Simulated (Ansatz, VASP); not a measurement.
# BN (BN (F-43m)): VASP beside Ansatz

One calculation is typed for both programs; each brings its own data sets. How far apart do they land? The cell is taken from a series of runs on this material, whose earlier steps may have relaxed, scaled, displaced or heated it; both programs get it as it stands.

Method: plane waves, with VASP 6.6.1 beside it; relaxation of cell and atoms at r2SCAN, in Ansatz 0.2.0.

## 1. The starting structure

The structure is cubic, space group F-43m (No. 216). Conventional cell: a = 3.610 Å, b = 3.610 Å, c = 3.610 Å, α = 90.00°, β = 90.00°, γ = 90.00°. Nearest to B lie 4 N at 1.56 Å. Nearest to N lie 4 B at 1.56 Å. Farther neighbours and most contacts between anions are not listed.

## 2. VASP: relaxation of cell and atoms, r2SCAN

The relaxed volume is the usual yardstick between codes: in a stiff, nearly cubic crystal its relative difference is about their pressure difference at one cell divided by the bulk modulus.

Lines of VASP's logs that name or quote its potential files are left out, and so is its time.

INCAR

```
SYSTEM = BN
PREC = Accurate
ENCUT = 660
EDIFF = 1E-07
NELM = 120
ISMEAR = 0
SIGMA = 0.01
LREAL = .FALSE.
ALGO = Normal
METAGGA = R2SCAN
LASPH = .TRUE.
NBANDS = 10
LORBIT = 11
LWAVE = .FALSE.
LCHARG = .FALSE.
ISIF = 3
IBRION = 2
NSW = 80
EDIFFG = -0.005
GGA_COMPAT = .FALSE.
NELMIN = 4
EFERMI = MIDGAP
LMIXTAU = .TRUE.
```

POSCAR

```
BN
1.0
    0.0000000000      1.8050000000      1.8050000000
    1.8050000000      0.0000000000      1.8050000000
    1.8050000000      1.8050000000      0.0000000000
B N
1 1
Direct
    0.0000000000      0.0000000000      0.0000000000
    0.2500000000      0.2500000000      0.2500000000
```

KPOINTS

```
Automatic mesh
0
Gamma
13 13 13
0 0 0
```

The projector-augmented-wave data sets are B and N (PBE family, release 64).

On the command line:

```sh
> mpirun -np 1 vasp_std
```

Numbers of over 12 decimals in the logs are rounded to 6 here.

The log of the run:

```text
[banner, memory and clock lines left out]
running    1 mpi-ranks, on    1 nodes
 distrk:  each k-point on    1 cores,    1 groups
 distr:  one band on    1 cores,    1 groups

 POSCAR found type information on POSCAR B N
 POSCAR found :  2 types and       2 ions
|                                                                             |
|               ----> ADVICE to this user running VASP <----                  |
|                                                                             |
|     You enforced a specific xc type in the INCAR file but a different       |
|     [... a line on the potential file left out ...]
|     I HOPE YOU KNOW WHAT YOU ARE DOING!                                     |
|                                                                             |

 LDA part: xc-table for (None), standard interpolation
 POSCAR, INCAR and KPOINTS ok, starting setup
 FFT: planning ... GRIDC
 FFT: planning ... GRID_SOFT
 FFT: planning ... GRID
 WAVECAR not read
 entering main loop
       N       E                     dE             d eps       ncg     rms          rms(c)
DAV:   1     0.157174769350E+02    0.15717E+02   -0.60245E+03  1696   0.994E+02
DAV:   2    -0.216335496643E+02   -0.37351E+02   -0.36103E+02  2044   0.226E+02
DAV:   3    -0.224204643369E+02   -0.78691E+00   -0.78425E+00  2032   0.273E+01
DAV:   4    -0.224220488640E+02   -0.15845E-02   -0.15844E-02  1904   0.124E+00
DAV:   5    -0.224220505630E+02   -0.16990E-05   -0.16990E-05  1960   0.429E-02    0.663E+00
DAV:   6    -0.189129744181E+02    0.35091E+01   -0.16080E+00  1816   0.944E+00    0.401E+00
DAV:   7    -0.194630510667E+02   -0.55008E+00   -0.10491E+00  1682   0.770E+00    0.164E+00
DAV:   8    -0.181236160496E+02    0.13394E+01   -0.89472E-01  1680   0.680E+00    0.179E+00
DAV:   9    -0.191708925585E+02   -0.10473E+01   -0.20894E-01  1736   0.425E+00    0.423E-01
DAV:  10    -0.191765186695E+02   -0.56261E-02   -0.48969E-02  1748   0.176E+00    0.158E-01
DAV:  11    -0.191717658704E+02    0.47528E-02   -0.47571E-03  1712   0.913E-01    0.756E-02
DAV:  12    -0.191749385385E+02   -0.31727E-02   -0.16792E-03  1718   0.423E-01    0.284E-02
DAV:  13    -0.191747641031E+02    0.17444E-03   -0.58229E-05  1946   0.728E-02    0.128E-02
DAV:  14    -0.191747931420E+02   -0.29039E-04   -0.63664E-06  1798   0.284E-02    0.973E-03
DAV:  15    -0.191748070227E+02   -0.13881E-04   -0.30746E-06  1770   0.230E-02    0.237E-03
DAV:  16    -0.191748094585E+02   -0.24358E-05   -0.73845E-07  1870   0.923E-03    0.121E-03
DAV:  17    -0.191748087959E+02    0.66256E-06   -0.14203E-07  1190   0.364E-03    0.835E-04
DAV:  18    -0.191748093094E+02   -0.51348E-06   -0.49895E-08   926   0.287E-03    0.321E-04
DAV:  19    -0.191748092249E+02    0.84559E-07   -0.37294E-09   902   0.623E-04
   1 F= -.19174809E+02 E0= -.19174809E+02  d E =-.191748E+02
 curvature:   0.00 expect dE= 0.000E+00 dE for cont linesearch  0.000E+00
 trial: gam= 0.00000 g(F)=  0.115E-47 g(S)=  0.465E-03 ort = 0.000E+00 (trialstep = 0.100E+01)
 search vector abs. value=  0.465E-03
 bond charge predicted
       N       E                     dE             d eps       ncg     rms          rms(c)
DAV:   1    -0.191752289989E+02   -0.41969E-03   -0.15635E-02  1804   0.109E+00    0.162E-01
DAV:   2    -0.191747295409E+02    0.49946E-03   -0.23834E-03  1926   0.373E-01    0.484E-02
DAV:   3    -0.191747742796E+02   -0.44739E-04   -0.13261E-04  1724   0.118E-01    0.190E-02
DAV:   4    -0.191747455077E+02    0.28772E-04   -0.62385E-05  1694   0.683E-02    0.818E-03
DAV:   5    -0.191747855929E+02   -0.40085E-04   -0.30472E-05  1686   0.522E-02    0.286E-03
DAV:   6    -0.191747818287E+02    0.37642E-05   -0.14710E-06  1828   0.153E-02    0.171E-03
DAV:   7    -0.191747842051E+02   -0.23764E-05   -0.25335E-07  1758   0.567E-03    0.827E-04
DAV:   8    -0.191747841594E+02    0.45698E-07   -0.98458E-08  1000   0.266E-03
   2 F= -.19174784E+02 E0= -.19174784E+02  d E =0.250654E-04
 trial-energy change:    0.000025  1 .order    0.000020   -0.000465    0.000505
 step:   0.4716(harm=  0.4793)  dis= 0.00000  next Energy=   -19.174918 (dE=-0.109E-03)
 bond charge predicted
       N       E                     dE             d eps       ncg     rms          rms(c)
DAV:   1    -0.191750397130E+02   -0.25551E-03   -0.43628E-03  1806   0.576E-01    0.858E-02
DAV:   2    -0.191749073025E+02    0.13241E-03   -0.66085E-04  1928   0.197E-01    0.256E-02
DAV:   3    -0.191749114080E+02   -0.41056E-05   -0.36688E-05  1728   0.621E-02    0.100E-02
DAV:   4    -0.191749121664E+02   -0.75833E-06   -0.17341E-05  1690   0.360E-02    0.433E-03
DAV:   5    -0.191749159843E+02   -0.38180E-05   -0.85011E-06  1688   0.276E-02    0.152E-03
DAV:   6    -0.191749188845E+02   -0.29002E-05   -0.42004E-07  1826   0.809E-03    0.905E-04
DAV:   7    -0.191749179269E+02    0.95759E-06   -0.68066E-08  1098   0.296E-03    0.435E-04
DAV:   8    -0.191749180612E+02   -0.13426E-06   -0.27957E-08   866   0.128E-03    0.869E-05
DAV:   9    -0.191749180207E+02    0.40532E-07   -0.19662E-09   858   0.412E-04
   3 F= -.19174918E+02 E0= -.19174918E+02  d E =-.108796E-03
 curvature:  -0.24 expect dE=-0.158E-07 dE for cont linesearch -0.158E-07
 trial: gam=-0.01176 g(F)=  0.484E-47 g(S)=  0.659E-07 ort = 0.554E-05 (trialstep = 0.894E+00)
 search vector abs. value=  0.109E-09
 reached required accuracy - stopping structural energy minimisation
```

From OUTCAR (step 2):

```text
ion  position               nearest neighbor table
   1  0.000  0.000  0.000-   2 1.56   2 1.56   2 1.56   2 1.56
   2  0.250  0.250  0.250-   1 1.56   1 1.56   1 1.56   1 1.56

  LATTYP: Found a face centered cubic cell.
 ALAT       =     3.6100000000

 Subroutine GETGRP returns: Found 24 space group operations
 (whereof 24 operations were pure point group operations)

The static configuration has the point symmetry T_d .

 Found     84 irreducible k-points:

   k-points           NKPTS =     84   k-points in BZ     NKDIM =     84   number of bands    NBANDS=     10

   dimension x,y,z NGX =    24 NGY =   24 NGZ =   24
   dimension x,y,z NGXF=    48 NGYF=   48 NGZF=   48

   ENCUT  =  660.0 eV  48.51 Ry    6.96 a.u.   5.35  5.35  5.35*2*pi/ulx,y,z

   NELECT =       8.0000    total number of electrons

 k-points in reciprocal lattice and weights: Automatic mesh
   0.00000000  0.00000000  0.00000000       0.000
   0.07692308  0.00000000  0.00000000       0.004
   0.15384615  0.00000000  0.00000000       0.004
   0.23076923  0.00000000  0.00000000       0.004
   0.30769231  0.00000000  0.00000000       0.004
   0.38461538  0.00000000  0.00000000       0.004
   0.46153846  0.00000000  0.00000000       0.004
   0.07692308  0.07692308  0.00000000       0.003
   0.15384615  0.07692308  0.00000000       0.011
[...]
-0.30769231  0.46153846  0.15384615       0.011
  -0.30769231  0.46153846  0.23076923       0.011

 average (electrostatic) potential at core
       1 -25.9497       2 -63.2585

 E-fermi :   9.7871

 k-point     1 :       0.0000    0.0000    0.0000
  band No.  band energies     occupation
      1     -14.0483      2.00000
      2       7.2590      2.00000
      3       7.2590      2.00000
      4       7.2590      2.00000
      5      16.7922      0.00000
      6      16.7922      0.00000
      7      16.7922      0.00000
      8      18.3470      0.00000
      9      33.4205      0.00000
    ...

 k-point     2 :       0.0769    0.0000    0.0000
  band No.  band energies     occupation
      1     -13.8990      2.00000
      2       6.4368      2.00000
      3       7.0989      2.00000
      4       7.0989      2.00000
      5      16.9907      0.00000
      6      17.0400      0.00000
      7      17.0400      0.00000
      8      18.8526      0.00000
      9      33.2495      0.00000
    ...

 k-point     3 :       0.1538    0.0000    0.0000
  band No.  band energies     occupation
      1     -13.4563      2.00000
      2       4.4883      2.00000
      3       6.6967      2.00000
      4       6.6967      2.00000
      5      17.2827      0.00000
      6      17.6383      0.00000
      7      17.6383      0.00000
      8      20.1239      0.00000
      9      32.4719      0.00000
    ...

  Total        0.0009542      0.0009542      0.0009542     -0.0000000     -0.0000000     -0.0000000
  in kB        0.1296319      0.1296319      0.1296319     -0.0000000     -0.0000000     -0.0000000
  external PRESSURE =       0.1296319 kB  Pullay stress =       0.0000000 kB

  energy-cutoff  :      660.00
  volume of cell :       11.79
      direct lattice vectors                 reciprocal lattice vectors
    -0.000000000  1.806646123  1.806646123    -0.276755915  0.276755915  0.276755915
     1.806646123  0.000000000  1.806646123     0.276755915 -0.276755915  0.276755915
     1.806646123  1.806646123 -0.000000000     0.276755915  0.276755915 -0.276755915

 POSITION                                       TOTAL-FORCE (eV/Angst)
 -----------------------------------------------------------------------------------
     -0.00000      0.00000      0.00000        -0.000000     -0.000000     -0.000000
      0.90332      0.90332      0.90332         0.000000      0.000000      0.000000
 -----------------------------------------------------------------------------------
    total drift:                                0.000000      0.000000      0.000000

  FREE ENERGIE OF THE ION-ELECTRON SYSTEM (eV)
  ---------------------------------------------------
  free  energy   TOTEN  =       -19.1749180207 eV

  energy  without entropy=      -19.1749180207  energy(sigma->0) =      -19.17491802

 reached required accuracy - stopping structural energy minimisation

 total charge
# of ion       s       p       d       tot
------------------------------------------
    1        0.681   1.339   0.000   2.020
    2        1.225   2.787   0.000   4.011
--------------------------------------------------
tot          1.906   4.126   0.000   6.032

[... 3 further parts left out ...]
```

The run keeps the 24 symmetry operations of its start, so it cannot find a distortion of lower symmetry.

## 3. Ansatz: relaxation of cell and atoms, r2SCAN

Ansatz runs on its PAW soft_1 files.

The same cell, functional and mesh now go to Ansatz.

input.yaml

```yaml
crystal:
  lattice:
    - [0.0, 1.805, 1.805]
    - [1.805, 0.0, 1.805]
    - [1.805, 1.805, 0.0]
  atoms:
    - { symbol: B, position: [0.0, 0.0, 0.0] }
    - { symbol: "N", position: [0.25, 0.25, 0.25] }
basis:
  ecutwfc: 500
  xc_grid: 2
hamiltonian:
  xc: r2scan
  pseudopotentials: { kind: paw, azcp: { folder: soft_1 } }
kpoints:
  mp_grid: { grid: [13, 13, 13] }
scf:
  occupations: { method: fixed }
  max_iter: 100
relax:
  f_tol: 0.005
  max_steps: 60
  cell: {}
output:
  forces: true
  stress: true
checkpoint:
  write: "../cell.run"
  compress: false
  write_wavefunctions: false
  write_every: 100000
```

On the command line:

```sh
> ansatz run input.yaml --threads 8 --pin off --max-ram 22609MiB --backend cpu --events-out ev --progress --plain --runs-dir out
```

The log of the run:

```text
Engine: ansatz 0.2.0, aarch64-unknown-linux-gnu
Pseudopotentials: kind: paw
Pseudopotential: B, paw, valence charge 3, recommended cutoff 500 eV (meta_gga), soft_1/B.paw.azcp
Pseudopotential: N, paw, valence charge 5, recommended cutoff 500 eV (meta_gga), soft_1/N.paw.azcp
Functional definition: r2SCAN
  parameter k0 = 0.174
  parameter k1 = 0.065
  parameter a1 = 4.9479
  exchange = r2scan_x(k0 = k0, k1 = k1, a1 = a1)
  correlation = r2scan_c
Crystal: 2 atoms, lattice volume = 11.761 Å³
Basis set: ecut = 500 eV, 307 PW (Γ), exchange–correlation on 40×40×40 points (8 copies of the dense FFT grid, shifted against one another)
Bands: 8, of which v1, the nominal top of the filled ones, is band 4 counted from 1 (3 counted from 0)
Symmetry: 24 space group operations
Space group: F-43m (ITA 216), of the structure as read, at distance tolerance 2.3e-5 Å
k-points: 84 of 2197 (time reversal used)
Non-local potential: B, projectors of the file, l = 0: 2, l = 1: 2, l = 2: 1
Non-local potential: N, projectors of the file, l = 0: 2, l = 1: 2, l = 2: 1
PAW form: soft (Blöchl's): semilocal exchange-correlation on the pseudo side does not see the compensation charge
PAW frozen core: B, regenerated for the run's functional (the file was generated under x = pbe(κ = 0.804, μ = 0.219515), c = pbe(β = 0.066725))
PAW frozen core: N, regenerated for the run's functional (the file was generated under x = pbe(κ = 0.804, μ = 0.219515), c = pbe(β = 0.066725))
PAW one-centre angular grid: B, 302 points (default); XC on 223 of its mesh's 2233 points in the sphere
PAW one-centre angular grid: N, 302 points (default); XC on 160 Gauss nodes
Initial density: superposition of atomic densities (chi_scale 0.1, normalization cell, long waves kept (reshape's long-wave potential 0.00 eV rms))
Initial wavefunctions: pseudopotential atomic-orbital guess
Functional: x = r2scan, c = r2scan; τ floored in thin density (d = 2e-4 eV/Å³)
SCF iter   1: F=—  HF=-544.260132 eV  |F-HF|=—  |Δ(HF+E_count)|=         —  Δρ=1.46e-1  dr2=2.01e0  dr2_τ=4.93e-1  ethr=3.10e-3  ⟨swp⟩=4.0  Hψ=3871  notcnv=0  defer=127
preconditioner: auto → none  [insulator: Δε(μ)=5.988 eV  Ē_g=21.710 eV  n_scr=0 (ndim 8)  ℏωp=30.6 eV  f_vac=0.000  ε∞_Penn≈3.0]
SCF iter   2: F=—  HF=-543.975481 eV  |F-HF|=—  |Δ(HF+E_count)|=   2.85e-1  Δρ=6.15e-2  dr2=2.20e-1  dr2_τ=5.86e-2  ethr=3.10e-3  ⟨swp⟩=2.0  Hψ=1994  notcnv=0  defer=25
SCF iter   3: F=—  HF=-544.003232 eV  |F-HF|=—  |Δ(HF+E_count)|=   2.78e-2  Δρ=2.52e-2  dr2=3.95e-2  dr2_τ=2.93e-3  ethr=2.74e-3  ⟨swp⟩=2.0  Hψ=856  notcnv=0  defer=152
SCF iter   4: F=—  HF=-544.009491 eV  |F-HF|=—  |Δ(HF+E_count)|=   6.26e-3  Δρ=2.13e-3  dr2=1.81e-4  dr2_τ=3.98e-5  ethr=4.93e-4  ⟨swp⟩=3.1  Hψ=1196  notcnv=0  defer=157
SCF iter   5: F=—  HF=-544.009607 eV  |F-HF|=—  |Δ(HF+E_count)|=   1.16e-4  Δρ=2.72e-4  dr2=5.89e-6  dr2_τ=3.17e-7  ethr=2.26e-6  ⟨swp⟩=2.6  Hψ=1148  notcnv=0  defer=159
SCF iter   6: F=—  HF=-544.009609 eV  |F-HF|=—  |Δ(HF+E_count)|=   2.23e-6  Δρ=2.29e-5  dr2=2.83e-8  dr2_τ=3.26e-9  ethr=1.25e-9  ⟨swp⟩=3.0  Hψ=2642  notcnv=0
SCF iter   7: F=-544.009609 eV  HF=-544.009609 eV  |F-HF|=9.39e-10  |Δ(HF+E_count)|=   1.55e-8  Δρ=3.94e-6  dr2=1.32e-9  dr2_τ=1.56e-10  ethr=3.54e-10  ⟨swp⟩=2.0  Hψ=2351  notcnv=0
SCF 1 converged in 7 iterations: F = -544.009609 eV  dr2 = 1.32e-9
  greatest PAW one-centre occupation: 0.800 electrons in one spin orbital (limit 2), on the N atom at site 1 (counted from 0), in its partial waves of l = 0
relax step   1: F+E_penalty+E_count = -544.00960932 eV  Δ(F+E_penalty+E_count) = +0.000e0 eV  max|allowed force component| = 3.978e-16 eV/Å  Δτ_max = 0.0000 Å  P = -0.367 GPa  Ω = 11.761 Å³  (7 SCF iters, dr2 threshold 1.00e-7 eV, accepted)
[...]
relax step   2: F+E_penalty+E_count = -544.00962264 eV  Δ(F+E_penalty+E_count) = -1.331e-5 eV  max|allowed force component| = 1.363e-16 eV/Å  Δτ_max = 0.0000 Å  P = -0.155 GPa  Ω = 11.755 Å³  energy of the carried Pulay correction = +2.831e-6 eV  (3 SCF iters, dr2 threshold 2.00e-7 eV, accepted)
[...]
relax step   3: F+E_penalty+E_count = -544.00962694 eV  Δ(F+E_penalty+E_count) = -4.304e-6 eV  max|allowed force component| = 1.532e-16 eV/Å  Δτ_max = 0.0000 Å  P = +0.001 GPa  Ω = 11.750 Å³  energy of the carried Pulay correction = +4.891e-6 eV  (3 SCF iters, dr2 threshold 5.99e-8 eV, accepted)
[...]
relax step   4: F+E_penalty+E_count = -544.00962493 eV  Δ(F+E_penalty+E_count) = +2.009e-6 eV  max|allowed force component| = 1.746e-16 eV/Å  Δτ_max = 0.0000 Å  P = +0.001 GPa  Ω = 11.750 Å³  stress off target by 9.96e-4 GPa  SCF on the basis re-selected at this cell (its energy is not comparable with the rows above)  (4 SCF iters)
basis re-selected at this cell: Δ(F+E_penalty+E_count) = +2.009e-6 eV, ΔP = +0.000 GPa vs the last step (what re-selecting the basis moved, of the pressure what is left beyond the Pulay correction that the steps carried, after the strain that the cell walked since its last selection, with what the two solves' SCF thresholds leave and, on support functions, any second-order correction that the steps lacked; it is no m [...]
SCF converged after 4 iterations
Free energy (F): -544.009625 eV
Harris-Foulkes:  -544.009625 eV  (|F-HF|=2.05e-12)
Internal energy: -544.009625 eV  (E = F + TS)
E sigma→0 (E₀):  -544.009625 eV
Fermi energy:    11.080102 eV
--- Per-component energies (eV) ---
  E_band       = 22.283446
  E_kinetic    = 184.212141
  E_local      = -158.371494  (includes V_loc(G=0)·N_el)
  E_nonlocal   = 41.633236
  E_hartree    = 49.413859
  E_xc         = -92.006665
  E_vxc        = -126.666948  (∫ρ·V_xc dr)
  E_paw        = -209.848527  (= ΣΔE_a)
  E_vpaw       = -24.258854  (= ΣTr[D̂ρ^β])
  E_aug_tail   = 0.000007  (compensation charges beyond the density's cutoff)
  E_vtau       = 6.907640  (kinetic-family band-sum trace: ∫τ·v_τ [+ j·A + Jᵃ·Aᵃ] dr)
  E_ewald      = -358.994174
  E_core_change = -0.048007  (= ΣΔE_core)
  E_smearing   = -0.000000  (= −TS)
  E_closure    = -0.000000  (closes the sum)
  Σ components = -544.009625   (vs F -544.009625, Δ=0.00e0)
--- Forces (eV/Å), atoms counted from 1 ---
  atom   1  B      0.00000000    -0.00000000    -0.00000000
  atom   2  N     -0.00000000    -0.00000000     0.00000000
  max |Σ_I F_I| component: 3.17e-16 eV/Å
--- Stress (GPa, compression-positive) ---
        0.000996       0.000000       0.000000
        0.000000       0.000996       0.000000
        0.000000       0.000000       0.000996
  P = ⅓ Tr σ = 0.0010 GPa (0.010 kbar)
--- Relaxed structure (3 steps of the walk, 3 accepted, 1 SCFs on fresh bases) ---
  F+E_penalty+E_count = -544.00962493 eV   max|allowed force component| = 1.746e-16 eV/Å   (the final SCF, on the basis selected at the relaxed cell)
  cell:  # Å, volume = 11.7504 Å³
    - [0, 1.804431, 1.804431]
    - [1.804431, 0, 1.804431]
    - [1.804431, 1.804431, 0]
  atoms:
    - { symbol: B, position: [0, 0, 0] }
    - { symbol: N, position: [0.25, 0.25, 0.25] }
```

The column dr2 measures how far the density is from self-consistency, as an energy; F and HF (Harris–Foulkes) agree once it is small.

## 4. Side by side

Known differences besides the potentials themselves: VASP keeps PBE cores, Ansatz makes them for the functional; fixed occupations in Ansatz, narrow Gaussian smearing in VASP; the cutoff is 500 eV in Ansatz and 660 eV in VASP; Ansatz adds a Pulay correction to the stress that steers its cell, VASP none. Total energies have different zeros and are not compared.

Compared:

```csv
quantity,Ansatz,VASP,difference
volume (Å³),11.75,11.79,-0.37 %
"edge a after relaxation, in the typed setting (Å)",2.552,2.555,-0.12 %
```

## 5. Results

```yaml
difference_in_volume_relaxation_of_cell_and_atoms_r2scan: -0.37 %
```

In words: The difference in volume is -0.37 % (relaxation of cell and atoms, r2SCAN), within the 1.2 % picked in this series as the mark of a large difference, as far as the stopping tolerances let one tell. Such differences can come from data sets, numerical settings and the points named under the comparisons, not from the functional's error against experiment.

[Lines on the potential files, build, host, timing and source positions are cut from VASP's logs without a mark.]

[Logs are printed without paths, hosts, clocks, repeated set-up lines and the standing remarks that a program may print on its own settings, such as how far it seeks lower states.]

[Hosts, paths, dates, database ids (printed as entryN), source tags and the programs' standing remarks are cut or masked in the printed files.]
